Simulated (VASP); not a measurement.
Output of a VASP run:

OSZICAR:
```
...
DAV:   4    -0.640454666049E+02   -0.35415E+01   -0.34422E+01  2934   0.411E+01
DAV:   5    -0.641932644924E+02   -0.14780E+00   -0.14771E+00  2956   0.791E+00    0.223E+01
DAV:   6    -0.513181241568E+02    0.12875E+02   -0.36792E+01  2904   0.719E+01    0.620E+00
DAV:   7    -0.474809700581E+02    0.38372E+01   -0.24717E+00  2918   0.125E+01    0.332E+00
DAV:   8    -0.492785949946E+02   -0.17976E+01   -0.13780E+00  2368   0.109E+01    0.195E+00
DAV:   9    -0.480597243528E+02    0.12189E+01   -0.68857E-01  2268   0.868E+00    0.225E-01
DAV:  10    -0.481087049845E+02   -0.48981E-01   -0.12458E-01  2744   0.343E+00    0.276E-01
DAV:  11    -0.481180053029E+02   -0.93003E-02   -0.53578E-03  2792   0.653E-01    0.241E-01
DAV:  12    -0.481237655509E+02   -0.57602E-02   -0.11680E-02  2412   0.809E-01    0.177E-01
DAV:  13    -0.481249915794E+02   -0.12260E-02   -0.38954E-03  2530   0.673E-01    0.110E-01
DAV:  14    -0.481244725519E+02    0.51903E-03   -0.21740E-04  2876   0.118E-01    0.826E-02
DAV:  15    -0.481285032146E+02   -0.40307E-02   -0.19549E-03  2388   0.342E-01    0.297E-02
DAV:  16    -0.481286362613E+02   -0.13305E-03   -0.26097E-04  2872   0.127E-01    0.851E-03
DAV:  17    -0.481286261653E+02    0.10096E-04   -0.18824E-05  2620   0.398E-02    0.722E-03
DAV:  18    -0.481286553387E+02   -0.29173E-04   -0.77924E-06  2218   0.243E-02    0.593E-03
DAV:  19    -0.481286548195E+02    0.51919E-06   -0.70227E-06  2094   0.243E-02
   1 F= -.48128655E+02 E0= -.48128434E+02  d E =-.481287E+02
       N       E                     dE             d eps       ncg     rms          rms(c)
DAV:   1    -0.481296426683E+02   -0.98733E-03   -0.46196E-02  2494   0.297E+00    0.290E-01
DAV:   2    -0.481288800883E+02    0.76258E-03   -0.45443E-03  2364   0.783E-01    0.136E-01
DAV:   3    -0.481286366064E+02    0.24348E-03   -0.16060E-03  2906   0.348E-01    0.381E-02
DAV:   4    -0.481286323154E+02    0.42909E-05   -0.30372E-04  2544   0.132E-01    0.185E-02
DAV:   5    -0.481286724961E+02   -0.40181E-04   -0.37971E-05  2718   0.572E-02    0.868E-03
DAV:   6    -0.481286612047E+02    0.11291E-04   -0.21779E-05  3452   0.276E-02    0.624E-03
DAV:   7    -0.481286726920E+02   -0.11487E-04   -0.28050E-06  1866   0.148E-02    0.237E-03
DAV:   8    -0.481286666446E+02    0.60473E-05   -0.11755E-06  1596   0.968E-03    0.119E-03
DAV:   9    -0.481286683785E+02   -0.17339E-05   -0.18521E-07  1392   0.471E-03    0.461E-04
DAV:  10    -0.481286683736E+02    0.48849E-08   -0.58933E-08  1446   0.284E-03
   2 F= -.48128668E+02 E0= -.48128454E+02  d E =-.135541E-04
       N       E                     dE             d eps       ncg     rms          rms(c)
DAV:   1    -0.481289303718E+02   -0.26199E-03   -0.10094E-02  2496   0.139E+00    0.136E-01
DAV:   2    -0.481287496290E+02    0.18074E-03   -0.98995E-04  2304   0.366E-01    0.635E-02
DAV:   3    -0.481287102878E+02    0.39341E-04   -0.34836E-04  2954   0.162E-01    0.178E-02
DAV:   4    -0.481287063797E+02    0.39081E-05   -0.65373E-05  2580   0.613E-02    0.871E-03
DAV:   5    -0.481287129740E+02   -0.65942E-05   -0.80272E-06  2268   0.268E-02    0.403E-03
DAV:   6    -0.481287206452E+02   -0.76713E-05   -0.48364E-06  2902   0.139E-02    0.281E-03
DAV:   7    -0.481287166817E+02    0.39636E-05   -0.57689E-07  1434   0.705E-03    0.116E-03
DAV:   8    -0.481287193827E+02   -0.27010E-05   -0.25304E-07  1392   0.470E-03    0.575E-04
DAV:   9    -0.481287185372E+02    0.84542E-06   -0.64326E-08  1344   0.258E-03
   3 F= -.48128719E+02 E0= -.48128501E+02  d E =-.637178E-04
```

OUTCAR:
```
------------------------ aborting loop because EDIFF is reached ----------------------------------------
  FORCE on cell =-STRESS in cart. coord.  units (eV):
  Direction    XX          YY          ZZ          XY          YZ          ZX
  --------------------------------------------------------------------------------------
  Total       -0.0363194     -0.0363194     -0.0026926      0.0000000      0.0000000      0.0000000
  in kB       -1.5165749     -1.5165748     -0.1124326      0.0000000      0.0000000      0.0000000
  external PRESSURE =      -1.0485274 kB  Pullay stress =       0.0000000 kB
  volume of cell :       38.37
      direct lattice vectors                 reciprocal lattice vectors
     2.767944020 -0.000000000  0.000000000     0.361278983  0.208584523  0.000000000
    -1.383972010  2.397109780 -0.000000000     0.000000000  0.417169046 -0.000000000
    -0.000000000  0.000000000  5.782826077     0.000000000  0.000000000  0.172925830
 POSITION                                       TOTAL-FORCE (eV/Angst)
 -----------------------------------------------------------------------------------
     -1.38397      2.39711      5.78283         0.000000     -0.000000      0.000000
     -1.38397      2.39711      2.89141         0.000000     -0.000000      0.000000
     -0.00000      1.59807      1.44571        -0.000000      0.000000      0.000000
      1.38397      0.79904      4.33712         0.000000     -0.000000      0.000000
 -----------------------------------------------------------------------------------
    total drift:                                0.000000      0.000000      0.000000
  FREE ENERGIE OF THE ION-ELECTRON SYSTEM (eV)
  ---------------------------------------------------
  free  energy   TOTEN  =       -48.1287185372 eV

  energy  without entropy=      -48.1280669509  energy(sigma->0) =      -48.12850134

 reached required accuracy - stopping structural energy minimisation
```
(Selected blocks of OUTCAR.)

### POSCAR
```
TiO
1
    2.7678447637     0.0000000000     0.0000000000
   -1.3839223819     2.3970238218     0.0000000000
    0.0000000000     0.0000000000     5.7776608410
Ti O
2 2
Direct
  0.0000000000   0.0000000000   0.0000000000
  0.0000000000   0.0000000000   0.5000000000
  0.3333330000   0.6666670000   0.2500000000
  0.6666670000   0.3333330000   0.7500000000
```

Question: Write an INCAR and KPOINTS that could have produced this output.

Answer: One answer among several that fit: the input of the run itself, r2SCAN meta-GGA, plane waves, VASP's PBE PAW potentials (set 64).

**KPOINTS**
```
Regular mesh
0
gamma
  11 11 5
0 0 0
```

INCAR:
```
SYSTEM = TiO
PREC = Accurate
ENCUT = 520
EDIFF = 1E-6
NELM = 100
ALGO = Normal
LREAL = .FALSE.
LASPH = .TRUE.
ISMEAR = 1
SIGMA = 0.1
METAGGA = R2SCAN
LMIXTAU = .TRUE.
LMAXMIX = 4
LWAVE = .FALSE.
LCHARG = .FALSE.
IBRION = 2
ISIF = 3
NSW = 60
EDIFFG = -0.02
```

POTCAR, in this order: Ti_sv O (PBE.64 set). Program: vasp_std.

The structure was generated: TiO was put into the NiAs type type (P6_3/mmc), which need not be its known phase. This run relaxes it. Symmetry was kept, so distortions that lower it aren't found. The start is the result of an earlier pass.
